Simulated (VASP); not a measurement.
# Ta4NiO11 (F-43m) in VASP: notebook

One crystal, Ta4NiO11, is run at these levels: PBE+TS, PBE, LDA; tasks: relaxation of cell and atoms.

Everything below comes from runs of VASP 6.6.1. Logs are shortened: lines on timing, memory, paths and dates and some standing lists are left out, and cuts for length are marked.

### 1 Starting point

It takes space group F-43m (No. 216, cubic). The conventional cell has a = 9.734 Å, b = 9.734 Å, c = 9.734 Å, α = 90.00°, β = 90.00°, γ = 90.00°. Ta (site symmetry 3m) has 6 O at 1.91 to 2.11 Å as nearest neighbours. Ni (site symmetry -43m) is surrounded by 10 O at 2.64 to 2.92 Å. Around O (site symmetry -43m) lie 12 O at 3.48 Å. O (site symmetry 3m) has 3 Ta at 2.11 Å as nearest neighbours. O (site symmetry 2mm) is surrounded by 2 Ta at 1.91 Å.

The cell was built by a generator and needn't be a form met in nature.

### 2 Relaxation of cell and atoms, PBE+TS, collinear spin, ferromagnetic start

INCAR

```
  PREC = Accurate
  ENCUT = 600
  EDIFF = 1E-6
  ISMEAR = -1
  SIGMA = 0.05
  LREAL = False
  LASPH = True
  NELM = 100
  ALGO = Normal
  ISIF = 3
  LWAVE = False
  LCHARG = False
  ISPIN = 2
  MAGMOM = 0 0 0 0 1 0 0 0 0 0 0 0 0 0 0 0
  LORBIT = 11
  LMAXMIX = 4
  GGA = PE
  IVDW = 2
  IBRION = 2
  NSW = 40
  EDIFFG = -0.01
  KPAR = 4
```

KPOINTS

```
Automatic mesh
0
Gamma
  5 5 5
```

POSCAR

```
Ta4NiO11
1.0
    0.0000000000      4.8671500000      4.8671500000
    4.8671500000      0.0000000000      4.8671500000
    4.8671500000      4.8671500000      0.0000000000
Ta Ni O
4 1 11
Direct
    0.6300700000      0.1098000000      0.6300700000
    0.6300700000      0.6300700000      0.6300700000
    0.1098000000      0.6300700000      0.6300700000
    0.6300700000      0.6300700000      0.1098000000
    0.0000000000      0.0000000000      0.0000000000
    0.2500000000      0.2500000000      0.2500000000
    0.8434600000      0.4696200000      0.8434600000
    0.8434600000      0.8434600000      0.8434600000
    0.4696200000      0.8434600000      0.8434600000
    0.8434600000      0.8434600000      0.4696200000
    0.3002300000      0.6997700000      0.6997700000
    0.6997700000      0.3002300000      0.3002300000
    0.6997700000      0.6997700000      0.3002300000
    0.3002300000      0.3002300000      0.6997700000
    0.3002300000      0.6997700000      0.3002300000
    0.6997700000      0.3002300000      0.6997700000
```

Potentials or basis: VASP PAW PBE potentials, release 64 (Ta_pv, Ni, O).

The run is started by

```
$ cat potpaw_PBE.64/Ta_pv/POTCAR potpaw_PBE.64/Ni/POTCAR potpaw_PBE.64/O/POTCAR > POTCAR
$ mpirun -np 4 vasp_std > vasp.out
```

OUTCAR:

```text
PREC = Accurate
   ENCUT = 600
   EDIFF = 1E-6
   ISMEAR = -1
   LREAL = False
   LASPH = True
   NELM = 100
   ISIF = 3
   ISPIN = 2
   LORBIT = 11
   GGA = PE
   IVDW = 2
   IBRION = 2
   NSW = 40
   EDIFFG = -0.01
  IVDW =   2

 ion  position               nearest neighbor table
   1  0.630  0.110  0.630-  16 1.91  14 1.91  12 1.91   8 2.11  10 2.11   9 2.11   2 3.30   3 3.30
                             4 3.30   4 3.58   2 3.58   3 3.58
   2  0.630  0.630  0.630-  11 1.91  13 1.91  16 1.91   7 2.11   9 2.11  10 2.11   1 3.30   3 3.30
                             4 3.30   4 3.58   1 3.58   3 3.58
   3  0.110  0.630  0.630-  11 1.91  14 1.91  15 1.91   8 2.11  10 2.11   7 2.11   1 3.30   2 3.30
                             4 3.30   2 3.58   4 3.58   1 3.58
   4  0.630  0.630  0.110-  13 1.91  12 1.91  15 1.91   8 2.11   9 2.11   7 2.11   1 3.30   2 3.30
                             3 3.30   2 3.58   1 3.58   3 3.58
   5  0.000  0.000  0.000-
   6  0.250  0.250  0.250-
   7  0.843  0.470  0.843-   2 2.11   3 2.11   4 2.11
   8  0.843  0.843  0.843-   1 2.11   3 2.11   4 2.11
   9  0.470  0.843  0.843-   2 2.11   1 2.11   4 2.11
  10  0.843  0.843  0.470-   2 2.11   1 2.11   3 2.11
  11  0.300  0.700  0.700-   3 1.91   2 1.91
  12  0.700  0.300  0.300-   1 1.91   4 1.91
  13  0.700  0.700  0.300-   4 1.91   2 1.91
  14  0.300  0.300  0.700-   1 1.91   3 1.91
  15  0.300  0.700  0.300-   3 1.91   4 1.91
  16  0.700  0.300  0.700-   1 1.91   2 1.91

  LATTYP: Found a face centered cubic cell.
 ALAT       =     9.7343000000

  Lattice vectors:

 A1 = (   0.0000000000,   4.8671500000,   4.8671500000)
 A2 = (   4.8671500000,   0.0000000000,   4.8671500000)
 A3 = (   4.8671500000,   4.8671500000,   0.0000000000)

Analysis of symmetry for initial positions (statically):
=====================================================================
 Subroutine PRICEL returns:
 Original cell was already a primitive cell.

 Routine SETGRP: Setting up the symmetry group for a
 face centered cubic supercell.

 Subroutine GETGRP returns: Found  6 space group operations
 (whereof  6 operations were pure point group operations)
 out of a pool of 48 trial point group operations.

The static configuration has the point symmetry C_3v.

Analysis of symmetry for dynamics (positions and initial velocities):
=====================================================================
 Subroutine PRICEL returns:
 Original cell was already a primitive cell.

 Routine SETGRP: Setting up the symmetry group for a
 face centered cubic supercell.

 Subroutine GETGRP returns: Found  6 space group operations
 (whereof  6 operations were pure point group operations)
 out of a pool of 48 trial point group operations.

The dynamic configuration has the point symmetry C_3v.

Analysis of structural, dynamic, and magnetic symmetry:
=====================================================================
 Subroutine PRICEL returns:
 Original cell was already a primitive cell.

 Routine SETGRP: Setting up the symmetry group for a
 face centered cubic supercell.

 Subroutine GETGRP returns: Found  6 space group operations
 (whereof  6 operations were pure point group operations)
 out of a pool of 48 trial point group operations.

The overall configuration has the point symmetry C_3v.

 Subroutine INISYM returns: Found  6 space group operations
 (whereof  6 operations are pure point group operations),
 and found     1 'primitive' translations

----------------------------------------------------------------------------------------

                                     Primitive cell

  volume of cell :     230.5973

  direct lattice vectors                    reciprocal lattice vectors
     0.000000000  4.867150000  4.867150000    -0.102729523  0.102729523  0.102729523
     4.867150000  0.000000000  4.867150000     0.102729523 -0.102729523  0.102729523
     4.867150000  4.867150000  0.000000000     0.102729523  0.102729523 -0.102729523

  length of vectors
[... 43 lines left out ...]

 number of electron     119.9999978 magnetization       1.0652907

 Free energy of the ion-electron system (eV)
  ---------------------------------------------------
  ext. energy  EPLUGINS =         0.00000000
  ---------------------------------------------------
  free energy    TOTEN  =      -139.05146995 eV

  energy without entropy =     -138.86267371  energy(sigma->0) =     -138.95707183

------------------------ aborting loop because EDIFF is reached ----------------------------------------

  Tkatchenko/Scheffler method for vdW energy calculation

  Number of pair interactions contributing to vdW energy:  308350
[... 153 lines left out ...]
  FREE ENERGIE OF THE ION-ELECTRON SYSTEM (eV)
  ---------------------------------------------------
  free  energy   TOTEN  =      -142.4754153985 eV

  energy  without entropy=     -142.2986402552  energy(sigma->0) =     -142.38702783

[... ionic steps 4 to 17 ...]

--------------------------------------- Ionic step       18  -------------------------------------------

 number of electron     119.9999978 magnetization       2.1705914

------------------------ aborting loop because EDIFF is reached ----------------------------------------
[... 107 lines left out ...]
--------------------------------------- Ionic step       20  -------------------------------------------

 number of electron     119.9999977 magnetization       2.1704623

 Free energy of the ion-electron system (eV)
  ---------------------------------------------------
  ext. energy  EPLUGINS =         0.00000000
  ---------------------------------------------------
  free energy    TOTEN  =      -139.41144387 eV

  energy without entropy =     -139.26707916  energy(sigma->0) =     -139.33926152

 E-fermi :   3.2725     XC(G=0):  -9.8596

 val. band max:        3.2722032568   @ k =   0.2000   0.2000   0.4000
 cond. band min:       3.2791322835   @ k =   0.2000   0.0000   0.0000
 fundamental gap:      0.0069290267
 Fermi energy:         3.2724615012

 spin component 1

 k-point     1 :       0.0000    0.0000    0.0000
  band No.  band energies     occupation
      1     -33.9932      1.00000
      2     -33.8512      1.00000
      3     -33.8512      1.00000
      4     -33.8512      1.00000
      5     -33.7842      1.00000
      6     -33.7842      1.00000
[... 1414 lines left out ...]
     71       5.9991      0.00000
     72       6.1785      0.00000
 Fermi energy:         3.2724615012

 spin component 2

 k-point     1 :       0.0000    0.0000    0.0000
  band No.  band energies     occupation
      1     -34.0055      1.00000
      2     -33.8689      1.00000
      3     -33.8689      1.00000
      4     -33.8689      1.00000
      5     -33.8035      1.00000
      6     -33.8035      1.00000
[... 1414 lines left out ...]
     71       5.9959      0.00000
     72       6.1548      0.00000
 [bands above 72 left out]

------------------------ aborting loop because EDIFF is reached ----------------------------------------

  Hirshfeld charges:
            ion         q(e)
   ------------------------------
      1     Ta       0.83747887
      2     Ta       0.83747607
      3     Ta       0.83747887
      4     Ta       0.83747887
      5     Ni       0.45752869
      6     O       -0.36354187
[... 8 lines left out ...]
     15     O       -0.34252493
     16     O       -0.34252258
[... 45 lines left out ...]
  FREE ENERGIE OF THE ION-ELECTRON SYSTEM (eV)
  ---------------------------------------------------
  free  energy   TOTEN  =      -142.5384625293 eV

  energy  without entropy=     -142.3940978189  energy(sigma->0) =     -142.46628017

 reached required accuracy - stopping structural energy minimisation

 total charge

# of ion       s       p       d       tot
------------------------------------------
    1        0.347   6.316   2.190   8.853
    2        0.347   6.316   2.190   8.853
    3        0.347   6.316   2.190   8.853
    4        0.347   6.316   2.190   8.853
    5        0.093   0.060   8.473   8.627
    6        1.593   3.097   0.000   4.691
[... 8 lines left out ...]
   15        1.571   3.521   0.000   5.091
   16        1.571   3.521   0.000   5.091
--------------------------------------------------
tot         18.769  63.546  17.233  99.549

 magnetization (x)

# of ion       s       p       d       tot
------------------------------------------
    1       -0.001  -0.001  -0.023  -0.024
    2       -0.001  -0.001  -0.023  -0.024
    3       -0.001  -0.001  -0.023  -0.024
    4       -0.001  -0.001  -0.023  -0.024
    5        0.001   0.001   1.033   1.035
    6        0.011   0.958   0.000   0.969
[... 8 lines left out ...]
   15       -0.000   0.001   0.000   0.001
   16       -0.000   0.001   0.000   0.001
--------------------------------------------------
tot          0.010   0.979   0.941   1.929
```

Run time: 90 min. Hardware: 4 MPI ranks of Intel Xeon Platinum 8488C (Sapphire Rapids), shared host; peak memory 1.1 GiB.

What came out:

| Quantity | Value |
| --- | --- |
| Free energy | -142.5385 eV |
| Relaxed volume | 14.21 Å³/atom |
| Relaxed cell | a = 6.851 Å, b = 6.851 Å, c = 6.851 Å, α = 60.00°, β = 60.00°, γ = 60.00° |
| Space group after relaxing (to 0.05 Å) | F-43m (No. 216) |
| Energy gained by relaxing | 24.5 meV/atom |
| Ionic steps | 20 |
| Pressure after relaxing | 0.0 GPa |
| Largest force after relaxing | 0.006 eV/Å |
| Band gap on the k mesh | none (metal or under the smearing width) |
| Net moment | 2.17 μB per cell |
| Site moments | Ta -0.02; Ni +1.03; O +0.97, +0.00 μB |
| Valence electrons inside the program's atomic spheres | Ta 8.85; Ni 8.63; O 4.69, 5.07, 5.09 |
| Hirshfeld charges | Ta +0.84; Ni +0.46; O -0.36, -0.35, -0.34 e |
| Dispersion energy per atom | -0.195 eV |

Forces on the atoms (eV/Å):
```
Ta   0.003 -0.003  0.003
Ta  -0.003 -0.003 -0.003
Ta  -0.003  0.003  0.003
Ta   0.003  0.003 -0.003
Ni   0.000  0.000  0.000
O    0.000  0.000  0.000
O    0.001 -0.001  0.001
O   -0.001 -0.001 -0.001
O   -0.001  0.001  0.001
O    0.001  0.001 -0.001
O    0.006  0.000  0.000
O   -0.006  0.000  0.000
O    0.000  0.000  0.006
O    0.000  0.000 -0.006
O    0.000 -0.006  0.000
O    0.000  0.006  0.000
```

The path:
```csv
step,energy change (eV),largest force (eV/Å),pressure (GPa),volume (Å³)
1,0.0000,0.0717,-1.85,230.60
2,-0.3469,0.3977,2.94,225.08
3,-0.3283,0.3330,0.44,228.28
4,-0.3290,0.3201,0.11,228.60
5,-0.3284,0.4703,0.99,226.46
6,-0.3840,0.1474,0.53,227.56
7,-0.3893,0.1744,-0.55,228.07
8,-0.3895,0.1631,-0.32,227.97
9,-0.3901,0.1821,-0.24,227.47
10,-0.3909,0.0446,-0.16,227.69
11,-0.3909,0.0428,-0.20,227.70
12,-0.3909,0.0322,0.20,227.28
13,-0.3910,0.0261,-0.03,227.53
14,-0.3911,0.0269,0.00,227.42
15,-0.3910,0.0294,0.09,227.35
16,-0.3912,0.0276,0.07,227.35
17,-0.3912,0.0320,0.04,227.35
18,-0.3915,0.0083,-0.12,227.43
19,-0.3915,0.0058,-0.15,227.43
20,-0.3914,0.0058,-0.02,227.40
```

Final structure:
```
Ta Ni O
1.0
    -0.00002    4.84457    4.84457
     4.84457   -0.00002    4.84457
     4.84457    4.84457   -0.00002
Ta Ni O
4 1 11
Direct
  0.63028 0.10917 0.63028
  0.63028 0.63028 0.63028
  0.10917 0.63028 0.63028
  0.63028 0.63028 0.10917
  0.00000 0.00000 0.00000
  0.25000 0.25000 0.25000
  0.84404 0.46788 0.84404
  0.84404 0.84404 0.84404
  0.46788 0.84404 0.84404
  0.84404 0.84404 0.46788
  0.29859 0.70141 0.70141
  0.70141 0.29859 0.29859
  0.70141 0.70141 0.29859
  0.29859 0.29859 0.70141
  0.29859 0.70141 0.29859
  0.70141 0.29859 0.70141
```

Levels at points of the mesh, in eV from the Fermi level:
Spin up:
| k point | band 57 | band 58 | band 59 | band 60 | band 61 | band 62 | band 63 | band 64 | band 65 | band 66 |
| --- | --- | --- | --- | --- | --- | --- | --- | --- | --- | --- |
| (0.00, 0.00, 0.00) | -1.26 | -1.26 | -1.26 | -0.94 | -0.94 | -0.27 | -0.27 | 0.29 | 0.95 | 0.95 |
Spin down:
| k point | band 56 | band 57 | band 58 | band 59 | band 60 | band 61 | band 62 | band 63 |
| --- | --- | --- | --- | --- | --- | --- | --- | --- |
| (0.00, 0.00, 0.00) | -0.23 | -0.23 | -0.08 | -0.08 | -0.08 | 0.08 | 0.08 | 0.08 |

Caveat: atom-pairwise D2, TS and ULG terms overbind metals; a cell with one magnetic atom can't hold antiferromagnetic order, which such compounds often take; semilocal functionals often make such compounds metallic where correlation or magnetic order opens a gap, which also shifts bond lengths; pairwise dispersion overbinds metals, which lowers pressure and volume. With open d or f shells a metallic result of PBE can be an artefact of self-interaction; +U or a hybrid may open a gap.

### 3 Relaxation of cell and atoms, PBE, collinear spin, ferromagnetic start

INCAR

```
PREC     = Accurate       # precision mode
ENCUT    = 600            # plane-wave cutoff, eV
EDIFF    = 1E-7           # SCF threshold, eV
ISMEAR   = -1             # smearing method
SIGMA    = 0.05           # smearing width, eV
LREAL    = False          # projectors in reciprocal space
LASPH    = True           # aspherical terms in the spheres
NELM     = 150            # most SCF steps
ALGO     = Normal         # electronic algorithm
ISIF     = 3              # what is computed and relaxed
LWAVE    = False          # write WAVECAR
LCHARG   = False          # write CHGCAR
ISPIN    = 2              # spin polarisation
MAGMOM   = 0 0 0 0 1 0 0 0 0 0 0 0 0 0 0 0 # initial moments
LORBIT   = 11             # projections on sites
LMAXMIX  = 4              # l up to which the mixer works
GGA      = PE             # functional
IBRION   = 2              # ionic algorithm
NSW      = 40             # ionic steps
EDIFFG   = -0.02          # ionic threshold
KPAR     = 4
```

KPOINTS

```
regular mesh
0
Gamma
  5 5 5
```

POSCAR is that of step 2.

Potentials or basis: VASP PAW PBE potentials, release 64 (Ta_pv, Ni, O).

The run is started by

```
$ cat potpaw_PBE.64/Ta_pv/POTCAR potpaw_PBE.64/Ni/POTCAR potpaw_PBE.64/O/POTCAR > POTCAR
$ mpirun -np 4 vasp_std > vasp.out
```

Wall time 36 min (4 MPI ranks of AMD EPYC 7R13 (Zen 3), shared host); peak memory 0.98 GiB.

The run converged. Its results:

```yaml
Free_energy: -139.0521 eV
Energy_gained_by_relaxing: 0.0 meV/atom
Ionic_steps: 4
Pressure_after_relaxing: -0.1 GPa
Band_gap_on_the_k_mesh: none (metal or under the smearing width)
Net_moment: 1.07 μB per cell
Site_moments: Ta -0.00; Ni +1.07; O -0.02, +0.01, -0.00 μB
Valence_electrons_inside_the_program's_atomic_spheres: Ta 8.82; Ni 8.60; O 4.70, 5.06, 5.09
```

Step by step:
| step | energy change (eV) | largest force (eV/Å) | pressure (GPa) | volume (Å³) |
| --- | --- | --- | --- | --- |
| 1 | 0.0000 | 0.1125 | 0.00 | 230.60 |
| 2 | 0.0009 | 0.2139 | 0.03 | 230.60 |
| 3 | -0.0006 | 0.0277 | 0.00 | 230.60 |
| 4 | -0.0007 | 0.0014 | -0.07 | 230.59 |

Final structure:
```xyz
16
Lattice="0.0000 4.8671 4.8671 4.8671 0.0000 4.8671 4.8671 4.8671 0.0000" Properties=species:S:1:pos:R:3 pbc="T T T"
Ta    3.6021    6.1321    3.6021
Ta    6.1321    6.1321    6.1321
Ta    6.1321    3.6021    3.6021
Ta    3.6021    3.6021    6.1321
Ni    0.0000    0.0000    0.0000
O     2.4336    2.4336    2.4336
O     6.3896    8.2118    6.3896
O     8.2118    8.2118    8.2118
O     8.2118    6.3896    6.3896
O     6.3896    6.3896    8.2118
O     6.8124    4.8671    4.8671
O     2.9218    4.8671    4.8671
O     4.8671    4.8671    6.8124
O     4.8671    4.8671    2.9218
O     4.8671    2.9218    4.8671
O     4.8671    6.8124    4.8671
```

Levels at points of the mesh, in eV from the Fermi level:
Spin up:
| k point | band 57 | band 58 | band 59 | band 60 | band 61 | band 62 | band 63 | band 64 | band 65 | band 66 |
| --- | --- | --- | --- | --- | --- | --- | --- | --- | --- | --- |
| (0.00, 0.00, 0.00) | -0.97 | -0.97 | -0.12 | -0.12 | -0.04 | -0.04 | -0.04 | 0.45 | 1.08 | 1.08 |
Spin down:
| k point | band 57 | band 58 | band 59 | band 60 | band 61 | band 62 |
| --- | --- | --- | --- | --- | --- | --- |
| (0.00, 0.00, 0.00) | -0.13 | -0.13 | -0.10 | -0.10 | 0.04 | 0.04 |

Caveat: a cell with one magnetic atom can't hold antiferromagnetic order, which such compounds often take; semilocal functionals often make such compounds metallic where correlation or magnetic order opens a gap, which also shifts bond lengths.

(Continued in part 2 of 2.)
